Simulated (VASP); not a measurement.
Input:

```
As
1.0
    3.53429    -1.89447    -0.05383
    3.53429     1.89447    -0.05383
    2.56656     0.00000     3.08155
As
2
Direct
  0.23050   0.23050   0.23050
  0.76950   0.76950   0.76950
```

These are PBEsol GGA, VASP's PBE PAW potentials (set 64) (plane waves; VASP) values and carry that method's errors. Run with 500 eV cut-off, 12×12×12 Γ-centred mesh, first-order Methfessel-Paxton smearing of 0.10 eV, potentials As.

Q: Estimate the energy per atom (σ→0), band gap (on the k-mesh) with the smallest direct gap where there is one.

A: 
```json
{
 "band gap (on the k-mesh)": "none (metal, semimetal or under 0.01 eV)",
 "energy per atom (σ→0)": "-5.109 eV/atom"
}
```

The absolute energy has meaning only against runs of the same code, potentials and settings.

The compound is As in the a7 structure. It was relaxed first.
